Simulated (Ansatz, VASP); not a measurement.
# Ge3H2: VASP beside Ansatz, part 2 of 2

Wanted: the spread between two codes on one cell, functional and k mesh. The cell is taken from a series of runs on this material, whose earlier steps may have relaxed, scaled, displaced or heated it; both programs get it as it stands.

VASP 6.6.1 and Ansatz 0.2.0.

So far: Set-up; VASP: single point, PBEsol, spin-orbit coupling.

**3. Ansatz: single point, PBEsol, spin-orbit coupling**

Level of this step: Ansatz beside VASP: Kohn-Sham DFT, plane waves, PBEsol, spin-orbit coupling (Ansatz).

Ansatz runs on its PAW fully relativistic soft_1 files.

The same cell, functional, mesh and smearing now go to Ansatz, which takes its cutoff from its data sets.

Contents of input.yaml:

```yaml
crystal:
  lattice:
    - [4.000810168, 0.0, 0.0]
    - [0.0, 5.658, 0.0]
    - [0.0, 0.0, 36.1]
  atoms:
    - { symbol: Ge, position: [0.0, 0.0028933732, 0.4454476019] }
    - { symbol: Ge, position: [0.0, 0.7498390327, 0.5] }
    - { symbol: Ge, position: [0.5, 0.5001609673, 0.5] }
    - { symbol: Ge, position: [0.5, 0.2471066268, 0.4454476019] }
    - { symbol: Ge, position: [0.0, 0.0028933732, 0.5545523981] }
    - { symbol: Ge, position: [0.5, 0.2471066268, 0.5545523981] }
    - { symbol: H, position: [0.0, 0.8434685722, 0.4104954559] }
    - { symbol: H, position: [0.5, 0.4065314278, 0.4104954559] }
    - { symbol: H, position: [0.0, 0.8434685722, 0.5895045441] }
    - { symbol: H, position: [0.5, 0.4065314278, 0.5895045441] }
  periodic: [true, true, false]
kpoints:
  mp_grid: { grid: [6, 4, 1] }
  band_path:
    path: [[0.0, 0.0, 0.0], [0.5, 0.0, 0.0], [0.5, 0.5, 0.0], [0.0, 0.5, 0.0]]
    npoints: 1
hamiltonian:
  xc: pbesol
  pseudopotentials: { kind: paw_fr, azcp: { folder: soft_1 }, xc_functional: pbe }
scf:
  occupations: { method: fermi_dirac, width: 0.02 }
  n_extra_bands: 14
magnetization:
  noncollinear: true
  spin_orbit: true
output:
  eigenvalues: true
```

Command:

```bash
ansatz run input.yaml --threads 3 --pin off --max-ram 92160MiB --backend cuda --events-out ev --progress --plain --runs-dir out --devices 1 --max-vram 13GiB
```

Numbers of over 12 decimals in the logs are rounded to 6 here.

What it wrote:

```text
scf.n_extra_bands = 14 over 88 filled bands (N_el = 88.0): the run solves 102 bands
GPUs: using 1 of 1 available (devices: 1).
Engine: ansatz 0.2.0, x86_64-unknown-linux-gnu
Pseudopotentials: kind: paw_fr
Pseudopotential: Ge, paw, valence charge 14, recommended cutoff 420 eV (normal), soft_1/Ge.paw.azcp
Pseudopotential: H, paw, valence charge 1, recommended cutoff 420 eV (normal), soft_1/H.paw.azcp
Functional definition: PBEsol
  exchange = pbesol_x
  correlation = pbesol_c
non-collinear run that drives no moment, with spin-orbit: no starting moment large enough to seed its density (crystal.atoms[].spin), no starting occupations that ask for one, no magnetisation constraint and no magnetic field, so the semilocal B_xc is pinned to zero
device memory: the entry about to start is reckoned to put 9.7 GiB on a device that reports 56.6 GiB free (of which the cap on the GPU budget leaves the run 13.0 GiB)
GPU FFT provider: cuFFT
GPU libraries: cuBLAS 13.8.2, cuFFT 12.4.0, cuSOLVER 12.3.4
Crystal: 10 atoms, lattice volume = 817.181 Å³
Basis set: ecut = 420 eV, 16051 PW (Γ)
Bands: 102, of which v1, the nominal top of the filled ones, is band 88 counted from 1 (87 counted from 0)
Symmetry: 8 space group operations + 8 with time reversal
Magnetic group: BNS 51.290 (UNI 388), of the structure as read, at distance tolerance 9.3e-5 Å
k-points: 12 of 24
Projection manifold: j_resolved (fully-relativistic pseudo-atomic orbitals)
Non-local potential: Ge, projectors of the file, resolved by j, l = 0: 2, l = 1: 4, l = 2: 6, l = 3: 2
Non-local potential: H, projectors of the file, resolved by j, l = 0: 2, l = 1: 2
PAW form: soft (Blöchl's): semilocal exchange-correlation on the pseudo side does not see the compensation charge
PAW frozen core: Ge, regenerated for the run's functional, and the local potential with it (the file was generated under x = pbe(κ = 0.804, μ = 0.219515), c = pbe(β = 0.066725))
PAW one-centre angular grid: Ge, 590 points (default); XC on 64 Gauss nodes
PAW one-centre angular grid: H, 110 points (default); XC on 64 Gauss nodes
Initial density: superposition of atomic densities (neutral atoms: chi_scale 0, normalization atom)
Initial wavefunctions: pseudopotential atomic-orbital guess
GPU buffer pool allocated for 262440 grid points (all kernels)
GPU transforms: local potential and band sums: pruned to the plane-wave sphere, on 27×40×243
Functional: x = pbesol(κ = 0.804, μ = 0.123457), c = pbesol(β = 0.046)
SCF iter   1: F=—  HF=-25584.103477 eV  |F-HF|=—  |Δ(HF+E_count)|=         —  Δρ=2.34e-2  dr2=3.76e0  dr2_m=0.00e0 (ungated)  ethr=3.10e-3  |M|=0.00e0 ∫|m|=0.00e0 μB  |m|>n=0.0e0 m-floor=0.0e0 τ_xc=0.0e0  β_m=0.30  ⟨swp⟩=9.2  Hψ=3136  notcnv=0  defer=2
preconditioner: auto → Resta (q_TF=auto, 1.882 Å⁻¹)  ε∞=1.6  [insulator: Δε(μ)=1.247 eV  Ē_g=8.713 eV  σ=0.020 eV  W_gap=1.00  n_scr=76 (ndim 8)  ℏωp=6.9 eV  f_vac=0.748  D(μ)=0.00/eV (n_scr^D=0)  ε∞_Penn≈1.6  vacuum switching on, ρ_ref=5.5e-3 e/Å³]
spin=Noncollinear: Resta preconditioning applied to the charge; magnetization (m_x, m_y, m_z) channels mix plain (no charge-response kernel on spin).
SCF iter   2: F=—  HF=-25583.515053 eV  |F-HF|=—  |Δ(HF+E_count)|=   5.88e-1  Δρ=1.56e-2  dr2=1.73e0  dr2_m=0.00e0 (ungated)  ethr=3.10e-3  |M|=0.00e0 ∫|m|=0.00e0 μB  |m|>n=0.0e0 m-floor=0.0e0 τ_xc=0.0e0  β_m=0.61  ⟨swp⟩=1.4  Hψ=718  notcnv=0  defer=46
SCF iter   3: F=—  HF=-25583.062286 eV  |F-HF|=—  |Δ(HF+E_count)|=   4.53e-1  Δρ=1.73e-3  dr2=6.25e-2  dr2_m=0.00e0 (ungated)  ethr=1.97e-3  |M|=0.00e0 ∫|m|=0.00e0 μB  |m|>n=0.0e0 m-floor=0.0e0 τ_xc=0.0e0  β_m=0.53  ⟨swp⟩=3.8  Hψ=816  notcnv=0  defer=90
SCF iter   4: F=—  HF=-25583.048213 eV  |F-HF|=—  |Δ(HF+E_count)|=   1.41e-2  Δρ=8.92e-4  dr2=4.78e-3  dr2_m=0.00e0 (ungated)  ethr=7.10e-5  |M|=0.00e0 ∫|m|=0.00e0 μB  |m|>n=0.0e0 m-floor=0.0e0 τ_xc=0.0e0  β_m=0.63  ⟨swp⟩=3.8  Hψ=945  notcnv=0  defer=96
SCF iter   5: F=—  HF=-25583.050142 eV  |F-HF|=—  |Δ(HF+E_count)|=   1.93e-3  Δρ=2.47e-4  dr2=8.34e-4  dr2_m=0.00e0 (ungated)  ethr=5.43e-6  |M|=0.00e0 ∫|m|=0.00e0 μB  |m|>n=0.0e0 m-floor=0.0e0 τ_xc=0.0e0  β_m=0.63  ⟨swp⟩=4.2  Hψ=1346  notcnv=0  defer=92
SCF iter   6: F=—  HF=-25583.050370 eV  |F-HF|=—  |Δ(HF+E_count)|=   2.28e-4  Δρ=5.99e-5  dr2=3.22e-5  dr2_m=0.00e0 (ungated)  ethr=9.47e-7  |M|=0.00e0 ∫|m|=0.00e0 μB  |m|>n=0.0e0 m-floor=0.0e0 τ_xc=0.0e0  β_m=0.62  ⟨swp⟩=2.2  Hψ=1145  notcnv=0  defer=92
SCF iter   7: F=—  HF=-25583.050567 eV  |F-HF|=—  |Δ(HF+E_count)|=   1.97e-4  Δρ=2.44e-5  dr2=3.56e-6  dr2_m=0.00e0 (ungated)  ethr=3.66e-8  |M|=0.00e0 ∫|m|=0.00e0 μB  |m|>n=0.0e0 m-floor=0.0e0 τ_xc=0.0e0  β_m=0.68  ⟨swp⟩=2.9  Hψ=1196  notcnv=0  defer=92
SCF iter   8: F=—  HF=-25583.050574 eV  |F-HF|=—  |Δ(HF+E_count)|=   6.78e-6  Δρ=8.44e-6  dr2=4.23e-7  dr2_m=0.00e0 (ungated)  ethr=4.04e-9  |M|=0.00e0 ∫|m|=0.00e0 μB  |m|>n=0.0e0 m-floor=0.0e0 τ_xc=0.0e0  β_m=0.68  ⟨swp⟩=2.9  Hψ=1158  notcnv=0  defer=92
SCF iter   9: F=-25583.050575 eV  HF=-25583.050575 eV  |F-HF|=1.25e-8  |Δ(HF+E_count)|=   7.79e-7  Δρ=1.06e-6  dr2=1.55e-8  dr2_m=0.00e0 (ungated)  ethr=1.14e-10  |M|=0.00e0 ∫|m|=0.00e0 μB  |m|>n=0.0e0 m-floor=0.0e0 τ_xc=0.0e0  ⟨swp⟩=18.9  Hψ=3246  notcnv=0
SCF 1 converged in 9 iterations: F = -25583.050575 eV  dr2 = 1.55e-8
  greatest PAW one-centre occupation: 0.998 electrons in one spin orbital (limit 2), on the Ge atom at site 5 (counted from 0), in its partial waves of l = 2
concurrent solve slots: 2 of 3 are kept, ahead of what memory takes: no pass of the eigensolver takes more rounds on 2
device memory: the entry about to start is reckoned to put 4.2 GiB on a device that reports 52.4 GiB free (of which the cap on the GPU budget leaves the run 13.0 GiB)
NSCF: frozen V_eff on 4 k-points
SCF converged after 9 iterations
Magnetization: |M| = 0.0000 μB,  M = (+0.0000, +0.0000, +0.0000) μB
Absolute magnetization: 0.0000 μB (∫|m|)
  site 0: m = (+0.0000, +0.0000, +0.0000) μB, |m| = 0.0000 μB  (R = 0.64 Å)
  site 1: m = (+0.0000, +0.0000, +0.0000) μB, |m| = 0.0000 μB  (R = 1.00 Å)
  site 2: m = (+0.0000, +0.0000, +0.0000) μB, |m| = 0.0000 μB  (R = 1.00 Å)
  site 3: m = (+0.0000, +0.0000, +0.0000) μB, |m| = 0.0000 μB  (R = 0.64 Å)
  site 4: m = (+0.0000, +0.0000, +0.0000) μB, |m| = 0.0000 μB  (R = 0.64 Å)
  site 5: m = (+0.0000, +0.0000, +0.0000) μB, |m| = 0.0000 μB  (R = 0.64 Å)
  site 6: m = (+0.0000, +0.0000, +0.0000) μB, |m| = 0.0000 μB  (R = 0.64 Å)
  site 7: m = (+0.0000, +0.0000, +0.0000) μB, |m| = 0.0000 μB  (R = 0.64 Å)
  site 8: m = (+0.0000, +0.0000, +0.0000) μB, |m| = 0.0000 μB  (R = 0.64 Å)
  site 9: m = (+0.0000, +0.0000, +0.0000) μB, |m| = 0.0000 μB  (R = 0.64 Å)
Free energy (F): -25583.050575 eV
Harris-Foulkes:  -25583.050575 eV  (|F-HF|=1.25e-8)
Internal energy: -25583.050575 eV  (E = F + TS)
E sigma→0 (E₀):  -25583.050575 eV
Fermi energy:    -3.927172 eV
--- Per-component energies (eV) ---
  E_band       = -1999.803770
  E_kinetic    = 607.813416
  E_local      = -230897.167349  (includes V_loc(G=0)·N_el)
  E_nonlocal   = 1325.012706
  E_hartree    = 114580.772387
  E_xc         = -458.580356
  E_vxc        = -432.696075  (∫ρ·V_xc dr)
  E_paw        = -11844.171848  (= ΣΔE_a)
  E_vpaw       = -1764.282658  (= ΣTr[D̂ρ^β])
  E_aug_tail   = -0.003478  (compensation charges beyond the density's cutoff)
  E_ewald      = 101097.748044
  E_core_change = 5.525904  (= ΣΔE_core)
  E_smearing   = -0.000000  (= −TS)
  E_closure    = 0.000000  (closes the sum)
  Σ components = -25583.050575   (vs F -25583.050575, Δ=0.00e0)
--- Band table (eV; the first three rows and the last of 12) ---
  k-point 0: bands = [... 84 lower, -5.5835, -5.5835, -4.4949, -4.4949, -3.0410, -3.0410, -2.6536, -2.6536, ... 10 higher]
  k-point 1: bands = [... 84 lower, -5.5930, -5.5930, -5.0054, -5.0054, -3.0581, -3.0581, -2.8957, -2.8957, ... 10 higher]
  k-point 2: bands = [... 84 lower, -5.7024, -5.7024, -5.5341, -5.5341, -3.3595, -3.3595, -2.9120, -2.9120, ... 10 higher]
  k-point 11: bands = [... 84 lower, -6.3896, -6.3896, -6.3896, -6.3896, -2.3327, -2.3327, -2.3327, -2.3327, ... 10 higher]
  ° read free of the cell's end (the report's vacuum.weakly_bound_levels)
```

**4. Comparison**

Known differences besides the potentials themselves: spin-orbit coupling enters by fully relativistic files in Ansatz and inside the spheres in VASP; Ansatz cuts the interaction across the vacuum, VASP repeats the sheet with a dipole correction (LDIPOL); the cutoff is 420 eV in Ansatz and 410 eV in VASP; Ansatz makes its cores anew for this functional, VASP keeps those of its PBE data sets. Total energies have different zeros and are not compared.

Both answers:

```
              quantity  Ansatz   VASP  difference
gap on the k mesh (eV)   1.135  1.141      -0.005
```

A gap on the mesh is an upper bound, since the band edges may lie between its points. Where the cell holds vacuum, a pressure given here is an average over it and none of the material.

**5. Outcome**

- difference in gap on the k mesh (single point, PBEsol, spin-orbit coupling): -0.0053 eV

In words: The difference in gap on the k mesh is -0.0053 eV (single point, PBEsol, spin-orbit coupling), within the 0.08 eV picked in this series as the mark of a large difference. How closely two codes agree says nothing of how well the functional describes the real material.

[Lines on the potential files, build, host, timing and source positions are cut from VASP's logs without a mark.]

[Logs are printed without paths, hosts, clocks, repeated set-up lines and the standing remarks that a program may print on its own settings, such as how far it seeks lower states.]

[Hosts, paths, dates, database ids (printed as entryN), source tags and the programs' standing remarks are cut or masked in the printed files.]
